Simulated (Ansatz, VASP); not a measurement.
**Cross-check of Mo2NO2 between VASP and Ansatz**

One calculation is typed for both programs; each brings its own data sets. How far apart do they land? The structure shown is the start of the Ansatz relaxation below; VASP solves that cell, so the two are compared at the walk's first step.

Program: Ansatz 0.2.0. Level of theory: plane waves, with VASP 6.6.1 beside it; single point at PBEsol. Results are calculated unless marked as measured.

### 1. The structure

The cell holds 5 atoms: 1 N, 2 Mo and 2 O. Cell: a = 2.950 Å, b = 2.950 Å, c = 32.600 Å, α = 90.0°, β = 90.0°, γ = 120.0°. Vacuum lies along c. The height across the vacuum is the one that the program set for its solve, not the one typed.

Coordinates:

```cif
data_structure
_symmetry_space_group_name_H-M 'P 1'
_symmetry_Int_Tables_number 1
_cell_length_a 2.9500
_cell_length_b 2.9500
_cell_length_c 32.6000
_cell_angle_alpha 90.000
_cell_angle_beta 90.000
_cell_angle_gamma 120.000
_cell_volume 245.69
loop_
_atom_site_label
_atom_site_type_symbol
_atom_site_fract_x
_atom_site_fract_y
_atom_site_fract_z
_atom_site_occupancy
N1 N 0.00000 0.00000 0.30675 1
Mo2 Mo 0.33333 0.66667 0.34356 1
Mo3 Mo 0.66667 0.33333 0.26994 1
O4 O 0.66667 0.33333 0.37423 1
O5 O 0.33333 0.66667 0.23926 1
```

### 2. Ansatz: relaxation, PBEsol

Ansatz runs on its default PAW (the set named soft_2) files.

The two programs are compared at the cell with which this relaxation starts, whose forces are those of its first step.

File input.yaml:

```yaml
crystal:
  lattice:
    - [2.95, 0.0, 0.0]
    - [-1.475, 2.55477, 0.0]
    - [0.0, 0.0, 20.0]
  atoms:
    - { symbol: "N", position: [0.0, 0.0, 0.5] }
    - { symbol: Mo, position: [0.333333, 0.666667, 0.56] }
    - { symbol: Mo, position: [0.666667, 0.333333, 0.44] }
    - { symbol: O, position: [0.666667, 0.333333, 0.61] }
    - { symbol: O, position: [0.333333, 0.666667, 0.39] }
  periodic: [true, true, false]
kpoints:
  mp_grid: { grid: [9, 9, 1] }
hamiltonian:
  xc: pbesol
scf:
  occupations: { method: gaussian, width: 0.1 }
output:
  forces: true
  stress: true
  eigenvalues: true
relax:
  adjacent_minimum: "off"
  f_tol: 0.05
  max_steps: 80
  cell: { stress_2d_tol: 0.02 }
```

Started as:

```console
ansatz run input.yaml --threads 8 --pin off --max-ram 14336MiB --backend cpu --events-out ev --progress --plain --runs-dir out
```

Numbers of over 12 decimals in the logs are rounded to 6 here.

The program printed:

```text
Warning: crystal.periodic: the lattice vector that does not repeat stood 0.000° off the slab's normal, 20.000 Å along it as the deck builds it. The run solves the slab on a vector along the normal, 32.600 Å long, with every atom where it was (on the deck's vector they left 15.60 Å outside them, and the widest stretch free of ions among them is 1.20 Å). A fractional position that the run reports is one of the run's ce [...]
[...]
Crystal: 5 atoms, lattice volume = 275.782 Å³
Basis set: ecut = 420 eV, 5353 PW (Γ), exchange–correlation on 48×48×450 points (8 copies of the dense FFT grid, shifted against one another)
iter 1 solved again at ethr=1.84e-6 eV; its pass at ethr=3.10e-3 eV (dr2=8.26e-4 eV) is discarded
SCF iter   1: F=—  HF=-11295.776577 eV  |F-HF|=—  |Δ(HF+E_count)|=         —  Δρ=5.27e-4  dr2=7.53e-4  ethr=1.84e-6  ⟨swp⟩=5.0  Hψ=2985  notcnv=0
preconditioner: auto → LDOS  [insulator: Δε(μ)=0.255 eV  Ē_g=9.426 eV  σ=0.100 eV  W_gap=0.88  n_scr=20 (ndim 8)  ℏωp=12.0 eV  f_vac=0.788  D(μ)=1.15/eV (n_scr^D=8)  ε∞_Penn≈2.6  β→1.0]
SCF iter   2: F=—  HF=-11295.776566 eV  |F-HF|=—  |Δ(HF+E_count)|=   1.09e-5  Δρ=5.07e-4  dr2=9.04e-4  ethr=1.67e-6  ⟨swp⟩=3.3  Hψ=694  notcnv=0
SCF iter   3: F=—  HF=-11295.776425 eV  |F-HF|=—  |Δ(HF+E_count)|=   1.41e-4  Δρ=1.85e-4  dr2=1.38e-4  ethr=1.67e-6  ⟨swp⟩=3.0  Hψ=600  notcnv=0
SCF iter   4: F=—  HF=-11295.776217 eV  |F-HF|=—  |Δ(HF+E_count)|=   2.08e-4  Δρ=2.92e-5  dr2=1.13e-6  ethr=3.06e-7  ⟨swp⟩=3.1  Hψ=575  notcnv=0
SCF iter   5: F=-11295.776219 eV  HF=-11295.776219 eV  |F-HF|=1.71e-7  |Δ(HF+E_count)|=   1.47e-6  Δρ=8.19e-6  dr2=8.46e-8  ethr=1.11e-9  ⟨swp⟩=13.9  Hψ=2440  notcnv=0
SCF 8 converged in 5 iterations: F = -11295.776219 eV  dr2 = 8.46e-8
relax step   8: F+E_penalty+E_count = -11295.77621909 eV  Δ(F+E_penalty+E_count) = -4.085e-4 eV  max|allowed force component| = 5.830e-3 eV/Å  Δτ_max = 0.0068 Å  P = +0.070 N/m  Ω = 275.782 Å³  energy of the carried Pulay correction = -1.092e-3 eV  fix = [c, alpha, beta]  reactions: c +0.000 N/m  (5 SCF iters, dr2 threshold 5.00e-7 eV, accepted)
[...]
relax step   9: F+E_penalty+E_count = -11295.77617096 eV  Δ(F+E_penalty+E_count) = +4.812e-5 eV  max|allowed force component| = 7.884e-4 eV/Å  Δτ_max = 0.0002 Å  P = +0.000 N/m  Ω = 275.848 Å³  energy of the carried Pulay correction = -1.146e-3 eV  fix = [c, alpha, beta]  reactions: c +0.000 N/m  (5 SCF iters, dr2 threshold 5.89e-9 eV, accepted)
[...]
relax step  10: F+E_penalty+E_count = -11295.77732811 eV  Δ(F+E_penalty+E_count) = -1.157e-3 eV  max|allowed force component| = 7.286e-4 eV/Å  Δτ_max = 0.0000 Å  P = +0.008 N/m  Ω = 275.848 Å³  fix = [c, alpha, beta]  reactions: c +0.000 N/m  stress off target by 7.85e-3 N/m on what of the cell is left free  SCF on the basis re-selected at this cell (its energy is not comparable with the rows above)  (8 SCF iters)
basis re-selected at this cell: Δ(F+E_penalty+E_count) = -1.157e-3 eV, ΔP = +0.008 N/m vs the last step (what re-selecting the basis moved, of the pressure what is left beyond the Pulay correction that the steps carried, after the strain that the cell walked since its last selection, with what the two solves' SCF thresholds leave and, on support functions, any second-order correction that the steps lacked; it is no m [...]
SCF converged after 8 iterations
Free energy (F): -11295.777328 eV
Harris-Foulkes:  -11295.777328 eV  (|F-HF|=4.64e-10)
Internal energy: -11295.771568 eV  (E = F + TS)
E sigma→0 (E₀):  -11295.774448 eV
Entropy (-TS):   -0.005760 eV (-1.152 meV/atom)
Fermi energy:    -6.074965 eV
--- Per-component energies (eV) ---
  E_band       = -1173.002429
  E_kinetic    = 1365.481412
  E_local      = -143543.872456  (includes V_loc(G=0)·N_el)
  E_nonlocal   = 430.262822
  E_hartree    = 70837.229841
  E_xc         = -570.262064
  E_vxc        = -720.258303  (∫ρ·V_xc dr)
  E_paw        = -6713.595269  (= ΣΔE_a)
  E_vpaw       = -379.080682  (= ΣTr[D̂ρ^β])
  E_aug_tail   = 0.005029  (compensation charges beyond the density's cutoff)
  E_ewald      = 66898.461844
  E_core_change = 0.517273  (= ΣΔE_core)
  E_smearing   = -0.005760  (= −TS)
  E_closure    = -0.000000  (closes the sum)
  Σ components = -11295.777328   (vs F -11295.777328, Δ=0.00e0)
--- Forces (eV/Å), atoms counted from 1 ---
  atom   1  N      0.00000000     0.00000000     0.00000000
  atom   2  Mo     0.00000000    -0.00000000     0.00072862
  atom   3  Mo     0.00000000     0.00000000    -0.00072862
  atom   4  O      0.00000000    -0.00000000    -0.00037251
  atom   5  O      0.00000000     0.00000000     0.00037251
  max |Σ_I F_I| component: 9.25e-18 eV/Å
--- 2D stress c σ (N/m, compression-positive) ---
        0.007847       0.000000       0.000000
       -0.000000       0.007847       0.000000
        0.000000       0.000000       0.000000
  P = ½ c Tr σ = 0.0078 N/m
--- Band table (eV; the first three rows and the last of 12) ---
  k-point 0: bands = ["-68.3046", "-68.1322", "-42.8085", "-42.2592", "-42.2592", "-42.0993", "-42.0993", "-42.0063", "-25.4401", "-24.9625", "-22.2306", "-14.4695", "-14.2830", "-14.2830", "-11.5348", "-11.5348", "-10.8299", "-9.1850", "-9.1850", "-9.1761", "-8.6686", "-8.6686", "-6.4238", "-5.3480", "-5.3480", "-4.4385", "-3.4792", "-3.4792"]
  k-point 1: bands = ["-68.2937", "-68.1304", "-42.7915", "-42.3574", "-42.2863", "-42.1507", "-42.1000", "-41.9830", "-25.2945", "-24.9180", "-22.3727", "-14.3183", "-14.1311", "-14.1092", "-11.8424", "-11.4436", "-10.5996", "-10.2278", "-9.8962", "-8.9691", "-8.0634", "-7.8866", "-6.6483", "-5.2315", "-5.0026", "-4.3867", "-3.6364", "-3.4624"]
  k-point 2: bands = ["-68.2647", "-68.1274", "-42.7692", "-42.5566", "-42.3483", "-42.2555", "-42.1081", "-41.9713", "-24.9815", "-24.8279", "-22.6077", "-14.0286", "-13.7805", "-13.7059", "-12.2306", "-11.3268", "-11.2851", "-10.3517", "-10.0782", "-9.3005", "-7.9141", "-7.1770", "-6.2820", "-4.7999", "-4.7496", "-4.2907", "-3.5251", "-3.3683"]
  k-point 11: bands = ["-68.1573", "-68.1573", "-42.7753", "-42.7493", "-42.7493", "-42.3311", "-42.1019", "-42.1019", "-24.6276", "-24.6276", "-22.5838", "-13.6178", "-13.6178", "-12.5817", "-12.3302", "-11.7634", "-10.6239", "-10.6239", "-10.2466", "-10.2466", "-6.9665", "-6.9665", "-6.8187", "-4.4874", "-4.4874", "-3.8500", "-2.1230", "-2.1217"]
--- Relaxed structure (8 steps of the walk, 7 accepted, 2 SCFs on fresh bases) ---
  F+E_penalty+E_count = -11295.77732811 eV   max|allowed force component| = 7.286e-4 eV/Å   (the final SCF, on the basis selected at the relaxed cell)
  cell:  # Å, volume = 275.8482 Å³
    - [3.125798, 0, 0]
    - [-1.562899, 2.707021, 0]
    - [0, 0, 32.6]
  atoms:
    - { symbol: N, position: [0, 0, 0.306748] }
    - { symbol: Mo, position: [0.333333, 0.666667, 0.338563] }
    - { symbol: Mo, position: [0.666667, 0.333333, 0.274934] }
    - { symbol: O, position: [0.666667, 0.333333, 0.370090] }
    - { symbol: O, position: [0.333333, 0.666667, 0.243406] }
```

### 3. VASP: single point, PBEsol, start cell, pair 1

The same cell, functional, mesh and smearing now go to VASP, with its own data sets.

Lines of VASP's logs that name or quote its potential files are left out, and so is its time.

File INCAR:

```
SYSTEM = Mo2NO2
PREC = Accurate
ENCUT = 520
EDIFF = 1E-06
NELM = 120
ISMEAR = 0
SIGMA = 0.1
LREAL = .FALSE.
ALGO = Normal
GGA = PS
NBANDS = 28
LASPH = .TRUE.
LORBIT = 11
LWAVE = .FALSE.
LCHARG = .FALSE.
ISIF = 2
LDIPOL = .TRUE.
IDIPOL = 3
DIPOL = 0.5 0.5 0.307
LVHAR = .TRUE.
GGA_COMPAT = .FALSE.
NELMDL = -8
KPAR = 2
```

File POSCAR:

```
Mo2NO2
1.0
    2.9499970000      0.0000000000      0.0000000000
   -1.4749990000      2.5547720000      0.0000000000
    0.0000000000      0.0000000000     32.6000000000
N Mo O
1 2 2
Direct
    0.0000000000      0.0000000000      0.3067484663
    0.3333335768      0.6666669276      0.3435582822
    0.6666669579      0.3333334638      0.2699386503
    0.6666669579      0.3333334638      0.3742331288
    0.3333335768      0.6666669276      0.2392638037
```

File KPOINTS:

```
Automatic mesh
0
Gamma
9 9 1
0 0 0
```

The projector-augmented-wave data sets are N, Mo_sv and O (PBE family, release 64).

Started as:

```console
mpirun -np 2 vasp_std
```

The program printed:

```text
[banner, memory and clock lines left out]
running    2 mpi-ranks, on    1 nodes
 distrk:  each k-point on    1 cores,    2 groups
 distr:  one band on    1 cores,    1 groups

 POSCAR found type information on POSCAR N MoO
 POSCAR found :  3 types and       5 ions
|                                                                             |
|               ----> ADVICE to this user running VASP <----                  |
|                                                                             |
|     You enforced a specific xc type in the INCAR file but a different       |
|     [... a line on the potential file left out ...]
|     I HOPE YOU KNOW WHAT YOU ARE DOING!                                     |
|                                                                             |

 LDA part: xc-table for (Slater+PW92), standard interpolation
 POSCAR, INCAR and KPOINTS ok, starting setup
 FFT: planning ... GRIDC
 FFT: planning ... GRID_SOFT
 FFT: planning ... GRID
 WAVECAR not read
 entering main loop
       N       E                     dE             d eps       ncg     rms          rms(c)
DAV:   1     0.402971164903E+03    0.40297E+03   -0.25502E+04   912   0.131E+03
DAV:   2    -0.232014455520E+02   -0.42617E+03   -0.41945E+03   864   0.360E+02
DAV:   3    -0.543617468158E+02   -0.31160E+02   -0.30046E+02   768   0.938E+01
DAV:   4    -0.554860935040E+02   -0.11243E+01   -0.11097E+01   892   0.165E+01
DAV:   5    -0.555049373988E+02   -0.18844E-01   -0.18781E-01   852   0.197E+00
DAV:   6    -0.555054133156E+02   -0.47592E-03   -0.47572E-03   896   0.297E-01
DAV:   7    -0.555054269629E+02   -0.13647E-04   -0.13645E-04   860   0.444E-02
DAV:   8    -0.555054275472E+02   -0.58425E-06   -0.58417E-06   792   0.858E-03    0.598E+01
DAV:   9    -0.482995283835E+02    0.72059E+01   -0.56943E+01   696   0.483E+01    0.184E+01
DAV:  10    -0.480559842220E+02    0.24354E+00   -0.12051E+01   684   0.234E+01    0.164E+01
DAV:  11    -0.474994171909E+02    0.55657E+00   -0.26166E+00   716   0.118E+01    0.617E-01
DAV:  12    -0.474977291678E+02    0.16880E-02   -0.14392E-01   764   0.265E+00    0.320E-01
DAV:  13    -0.474973145990E+02    0.41457E-03   -0.14647E-02   840   0.700E-01    0.123E-01
DAV:  14    -0.474969052738E+02    0.40933E-03   -0.12986E-03   820   0.243E-01    0.620E-02
[...]
DAV:  19    -0.474973045031E+02   -0.13801E-03   -0.19950E-05   740   0.211E-02    0.852E-03
DAV:  20    -0.474973459649E+02   -0.41462E-04   -0.71217E-06   716   0.122E-02    0.260E-03
DAV:  21    -0.474974063617E+02   -0.60397E-04   -0.30031E-06   584   0.866E-03    0.226E-03
DAV:  22    -0.474974298827E+02   -0.23521E-04   -0.96031E-07   512   0.471E-03    0.131E-03
DAV:  23    -0.474974415576E+02   -0.11675E-04   -0.51970E-07   508   0.243E-03    0.664E-04
DAV:  24    -0.474974458115E+02   -0.42539E-05   -0.23241E-07   468   0.208E-03    0.397E-04
DAV:  25    -0.474974478374E+02   -0.20260E-05   -0.15027E-07   476   0.143E-03    0.333E-04
DAV:  26    -0.474974482135E+02   -0.37607E-06   -0.30965E-08   404   0.673E-04
   1 F= -.47497448E+02 E0= -.47488126E+02  d E =-.186440E-01
```

Parts of OUTCAR (step 3):

```text
ion  position               nearest neighbor table
   1  0.000  0.000  0.307-   2 2.08   3 2.08   3 2.08   2 2.08   2 2.08   3 2.08
   2  0.333  0.667  0.344-   4 1.98   4 1.98   4 1.98   1 2.08   1 2.08   1 2.08   3 2.94   3 2.94
                             3 2.94
   3  0.667  0.333  0.270-   5 1.98   5 1.98   5 1.98   1 2.08   1 2.08   1 2.08   2 2.94   2 2.94
                             2 2.94
   4  0.667  0.333  0.374-   2 1.98   2 1.98   2 1.98
   5  0.333  0.667  0.239-   3 1.98   3 1.98   3 1.98

  LATTYP: Found a hexagonal cell.
 ALAT       =     2.9499970000
 C/A-ratio  =    11.0508586958

 Subroutine GETGRP returns: Found 12 space group operations
 (whereof  6 operations were pure point group operations)

The static configuration has the point symmetry C_3v.
 The point group associated with its full space group is D_3d.

 Found     12 irreducible k-points:

   k-points           NKPTS =     12   k-points in BZ     NKDIM =     12   number of bands    NBANDS=     28

   dimension x,y,z NGX =    24 NGY =   24 NGZ =  250
   dimension x,y,z NGXF=    48 NGYF=   48 NGZF=  500

   ENCUT  =  520.0 eV  38.22 Ry    6.18 a.u.   5.49  5.49 60.61*2*pi/ulx,y,z

   NELECT =      45.0000    total number of electrons

 k-points in reciprocal lattice and weights: Automatic mesh
   0.00000000  0.00000000  0.00000000       0.012
   0.11111111  0.00000000  0.00000000       0.074
   0.22222222 -0.00000000  0.00000000       0.074
   0.33333333  0.00000000  0.00000000       0.074
   0.44444444 -0.00000000  0.00000000       0.074
   0.11111111  0.11111111  0.00000000       0.074
   0.22222222  0.11111111  0.00000000       0.148
   0.33333333  0.11111111  0.00000000       0.148
   0.44444444  0.11111111  0.00000000       0.074
   0.22222222  0.22222222  0.00000000       0.074
   0.33333333  0.22222222  0.00000000       0.148
   0.33333333  0.33333333  0.00000000       0.025

 dipolmoment           0.000000      0.000000      0.000003 electrons x Angstroem

 average (electrostatic) potential at core
       1 -72.6780       2 -84.8853       3 -84.8853       4 -78.9435       5 -78.9435

 E-fermi :  -1.9238

 k-point     1 :       0.0000    0.0000    0.0000
  band No.  band energies     occupation
    ...
     21      -4.1397      2.00000
     22      -4.1397      2.00000
     23      -2.9130      2.00000
     24      -2.2554      2.00000
     25      -2.2554      2.00000
     26      -0.4749      0.00000
     27       0.3451      0.00000
     28       0.3451      0.00000

 k-point     2 :       0.1111    0.0000    0.0000
  band No.  band energies     occupation
    ...
     20      -5.9794      2.00000
     21      -3.9766      2.00000
     22      -3.4791      2.00000
     23      -2.9788      2.00000
     24      -2.1374      1.99748
     25      -1.8223      0.15142
     26      -0.5685      0.00000
     27       0.2716      0.00000
     28       0.4576      0.00000

 k-point     3 :       0.2222   -0.0000    0.0000
  band No.  band energies     occupation
    ...
     19      -6.9771      2.00000
     20      -6.2206      2.00000
     21      -4.2265      2.00000
     22      -2.8042      2.00000
     23      -2.2979      2.00000
     24      -1.4672      0.00000
     25      -1.4439      0.00000
     26      -0.6722      0.00000
     27       0.6262      0.00000
     28       0.7542      0.00000

  Total        9.2656053      9.2656028      5.7860238     -0.0000018      0.0000000      0.0000000
  in kB       60.4217161     60.4216999     37.7311005     -0.0000118      0.0000000      0.0000000
  external PRESSURE =      52.8581722 kB  Pullay stress =       0.0000000 kB

  energy-cutoff  :      520.00
  volume of cell :      245.69
      direct lattice vectors                 reciprocal lattice vectors
     2.949997000  0.000000000  0.000000000     0.338983396  0.195712247  0.000000000
    -1.474999000  2.554772000  0.000000000     0.000000000  0.391424362  0.000000000
     0.000000000  0.000000000 32.600000000     0.000000000  0.000000000  0.030674847

 POSITION                                       TOTAL-FORCE (eV/Angst)
 -----------------------------------------------------------------------------------
      0.00000      0.00000     10.00000         0.000000      0.000000     -0.000000
      0.00000      1.70318     11.20000        -0.000000     -0.000000     -1.983217
      1.47500      0.85159      8.80000         0.000000      0.000000      1.983217
      1.47500      0.85159     12.20000         0.000000     -0.000000      2.414764
      0.00000      1.70318      7.80000        -0.000000      0.000000     -2.414764
 -----------------------------------------------------------------------------------
    total drift:                               -0.002639     -0.002639      0.000264

  FREE ENERGIE OF THE ION-ELECTRON SYSTEM (eV)
  ---------------------------------------------------
  free  energy   TOTEN  =       -47.4974482135 eV

  energy  without entropy=      -47.4788041757  energy(sigma->0) =      -47.48812619

 vacuum level on the upper side and lower side of the slab         3.322         3.322

 total charge
# of ion       s       p       d       tot
------------------------------------------
    1        1.243   2.577   0.000   3.821
    2        2.311   6.287   4.049  12.647
    3        2.311   6.287   4.049  12.647
    4        1.573   3.475   0.000   5.047
    5        1.573   3.475   0.000   5.047
--------------------------------------------------
tot          9.011  22.100   8.097  39.209

[... 3 further parts left out ...]
```

This run has no spin polarisation, so a moment on Mo, if there is one, isn't seen. Its electron count is odd, so without a moment it is a metal by construction.

### 4. Side by side

Known differences besides the potentials themselves: Ansatz cuts the interaction across the vacuum, VASP repeats the sheet with a dipole correction; Ansatz makes its cores anew for this functional, VASP keeps those of its PBE data sets; Ansatz takes its cutoff from its data sets, VASP runs at 520 eV. Total energies have different zeros and are not compared.

Forces (eV/Å; atoms numbered as in POSCAR):

```csv
atom,"Ansatz x, y, z","VASP x, y, z"
N1,"0.000, 0.000, 0.000","0.000, 0.000, 0.000"
Mo2,"0.000, 0.000, -1.981","0.000, 0.000, -1.983"
Mo3,"0.000, 0.000, 1.981","0.000, 0.000, 1.983"
O4,"0.000, 0.000, 2.368","0.000, 0.000, 2.415"
O5,"0.000, 0.000, -2.368","0.000, 0.000, -2.415"
```

The forces differ by 17 meV/Å r.m.s., which is 1.5 % of the r.m.s. force of 1.141 eV/Å (both taken over all components). With vacuum in the cell, a pressure given here is an average over mostly empty space and none of the material.

[end of part 1 of 2]

[Lines on the potential files, build, host, timing and source positions are cut from VASP's logs without a mark.]

[Logs are printed without paths, hosts, clocks, repeated set-up lines and the standing remarks that a program may print on its own settings, such as how far it seeks lower states.]

[Hosts, paths, dates, database ids (printed as entryN), source tags and the programs' standing remarks are cut or masked in the printed files.]
